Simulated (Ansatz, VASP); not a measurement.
# Two plane-wave programs on B2Pd3

```
CELL_PARAMETERS angstrom
4.08151 0.00000 0.00000
0.00000 4.08151 0.00000
0.00000 0.00000 4.08151
ATOMIC_POSITIONS crystal
B 0.00000 0.00000 0.00000
B 0.50000 0.50000 0.50000
Pd 0.00000 0.50000 0.50000
Pd 0.50000 0.00000 0.50000
Pd 0.50000 0.50000 0.00000
```

Alike in both runs: functional PBE; k mesh 4 × 4 × 4; occupations gaussian, width 0.1 eV; no spin polarisation.

Ansatz relaxed the structure, and its values are those at the end. VASP's run is a single point on that final structure, the one shown.

|  | VASP | Ansatz |
| --- | --- | --- |
| version | VASP 6.6.1 | Ansatz 0.2.0 |
| potentials or method | VASP PAW PBE potentials, release 64 (B, Pd) | scalar-relativistic, plane waves, PAW |
| plane-wave cutoff (eV) | 520 | 420 |
| valence electrons in the cell | 36 | 60 |

```csv
,VASP,Ansatz,Ansatz less VASP
gap on the k mesh at the Fermi level (eV),none,none,-
pressure (GPa),0.5,0.4,-0.15
```

A gap of «none» marks a metal or a gap that the smearing closes. The two sets of potentials don't hold the same shells in valence.

Caveats: the k mesh is coarse (spacing up to 0.38 Å⁻¹), so the values aren't converged.
